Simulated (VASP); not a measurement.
Calculation: TPSS meta-GGA, VASP's PBE PAW potentials (set 64) (plane waves; VASP).

Input for VASP

File KPOINTS:
```
Automatic mesh
0
Gamma
10 10 10
0 0 0
```

INCAR:
```
! general
SYSTEM =PtAl2
PREC   =Accurate
ENCUT  =520
LREAL  =F
LASPH  =T

! electronic loop
EDIFF  =1E-7
NELM   =100
ALGO   =Normal
LMAXMIX=6
LMIXTAU=T

! smearing
ISMEAR =-5

! functional
METAGGA=TPSS

! ions
ISIF   =2

! output
LWAVE  =F
LCHARG =F
LORBIT =11
NEDOS  =601

! other
LEFG   =T
```

KPOINTS_OPT:
```
k-points along high-symmetry lines
10
Line-mode
Reciprocal
  0.000000   0.000000   0.000000 ! GAMMA
  0.500000   0.000000   0.500000 ! X

  0.500000   0.000000   0.500000 ! X
  0.625000   0.250000   0.625000 ! U

  0.375000   0.375000   0.750000 ! K
  0.000000   0.000000   0.000000 ! GAMMA

  0.000000   0.000000   0.000000 ! GAMMA
  0.500000   0.500000   0.500000 ! L

  0.500000   0.500000   0.500000 ! L
  0.500000   0.250000   0.750000 ! W

  0.500000   0.250000   0.750000 ! W
  0.500000   0.000000   0.500000 ! X
```

POSCAR:
```
PtAl2
1
   -0.0000000000     2.9607681736     2.9607681736
    2.9607681736     0.0000000000     2.9607681736
    2.9607681736     2.9607681736    -0.0000000000
Al Pt
2 1
Direct
  0.2500000000   0.2500000000   0.2500000000
  0.7500000000   0.7500000000   0.7500000000
  0.0000000000   0.0000000000   0.0000000000
```

POTCAR, in this order: Al Pt (PBE.64 set). Program: vasp_std.

The resulting files:

### OSZICAR
```
       N       E                     dE             d eps       ncg     rms          rms(c)
DAV:   1     0.806798609495E+02    0.80680E+02   -0.72711E+03  1128   0.134E+03
DAV:   2    -0.133919191161E+02   -0.94072E+02   -0.81701E+02  1556   0.298E+02
DAV:   3    -0.182417382663E+02   -0.48498E+01   -0.46531E+01  1584   0.706E+01
DAV:   4    -0.183741617396E+02   -0.13242E+00   -0.13226E+00  1656   0.134E+01
DAV:   5    -0.183781200035E+02   -0.39583E-02   -0.39557E-02  1672   0.224E+00    0.805E+00
DAV:   6    -0.248212650312E+02   -0.64431E+01   -0.14383E+01  1128   0.463E+01    0.437E+00
DAV:   7    -0.247739607392E+02    0.47304E-01   -0.24931E+00  1344   0.163E+01    0.253E+00
DAV:   8    -0.248508786804E+02   -0.76918E-01   -0.11750E+00  1156   0.111E+01    0.947E-01
DAV:   9    -0.248310914948E+02    0.19787E-01   -0.34452E-01  1180   0.557E+00    0.133E+00
DAV:  10    -0.248446029468E+02   -0.13511E-01   -0.18501E-01  1184   0.462E+00    0.169E-01
DAV:  11    -0.248464823545E+02   -0.18794E-02   -0.45297E-03  1360   0.563E-01    0.119E-01
DAV:  12    -0.248471906143E+02   -0.70826E-03   -0.10170E-03  1188   0.278E-01    0.470E-02
DAV:  13    -0.248471783457E+02    0.12269E-04   -0.86580E-05  1276   0.109E-01    0.246E-02
DAV:  14    -0.248471815489E+02   -0.32032E-05   -0.79245E-05  1224   0.101E-01    0.236E-02
DAV:  15    -0.248472056486E+02   -0.24100E-04   -0.35307E-05  1204   0.797E-02    0.857E-03
DAV:  16    -0.248472054775E+02    0.17112E-06   -0.15657E-06  1352   0.163E-02    0.682E-03
DAV:  17    -0.248472051986E+02    0.27882E-06   -0.28689E-06  1228   0.210E-02    0.275E-03
DAV:  18    -0.248472052720E+02   -0.73334E-07   -0.57368E-07  1220   0.104E-02
   1 F= -.24847205E+02 E0= -.24847205E+02  d E =0.000000E+00
       N       E                     dE             ncg
       N       E                     dE             ncg
```

**OUTCAR**
```
------------------------ aborting loop because EDIFF is reached ----------------------------------------
  FORCE on cell =-STRESS in cart. coord.  units (eV):
  Direction    XX          YY          ZZ          XY          YZ          ZX
  --------------------------------------------------------------------------------------
  Total       -0.0048771     -0.0048771     -0.0048771      0.0000000      0.0000000      0.0000000
  in kB       -0.1505313     -0.1505313     -0.1505313      0.0000000      0.0000000      0.0000000
  external PRESSURE =      -0.1505313 kB  Pullay stress =       0.0000000 kB
  volume of cell :       51.91
      direct lattice vectors                 reciprocal lattice vectors
     0.000000000  2.960768174  2.960768174    -0.168875093  0.168875093  0.168875093
     2.960768174  0.000000000  2.960768174     0.168875093 -0.168875093  0.168875093
     2.960768174  2.960768174  0.000000000     0.168875093  0.168875093 -0.168875093
 POSITION                                       TOTAL-FORCE (eV/Angst)
 -----------------------------------------------------------------------------------
      1.48038      1.48038      1.48038         0.000000      0.000000     -0.000000
      4.44115      4.44115      4.44115        -0.000000     -0.000000     -0.000000
      0.00000      0.00000      0.00000         0.000000     -0.000000      0.000000
 -----------------------------------------------------------------------------------
    total drift:                                0.000000      0.000000      0.000000
  FREE ENERGIE OF THE ION-ELECTRON SYSTEM (eV)
  ---------------------------------------------------
  free  energy   TOTEN  =       -24.8472052720 eV

  energy  without entropy=      -24.8472052720  energy(sigma->0) =      -24.84720527

 total charge

# of ion       s       p       d       tot
------------------------------------------
    1        0.414   0.364   0.000   0.778
    2        0.414   0.364   0.000   0.778
    3        0.866   0.730   8.161   9.758
--------------------------------------------------
tot          1.695   1.457   8.161  11.313

 Electric field gradients after diagonalization (V/A^2)
 (convention: |V_zz| > |V_xx| > |V_yy|)
----------------------------------------------------------------------
 ion       V_xx      V_yy      V_zz     asymmetry (V_yy - V_xx)/ V_zz
----------------------------------------------------------------------
   1      -0.000    -0.000     0.000       0.000
   2      -0.000    -0.000     0.000       0.000
   3      -0.000    -0.000     0.001       0.000
```
(Selected blocks of OUTCAR.)

For a metal the tetrahedron method with Blöchl corrections gives inexact stress and forces.

The compound is PtAl2 in the fluorite structure. It was relaxed first.
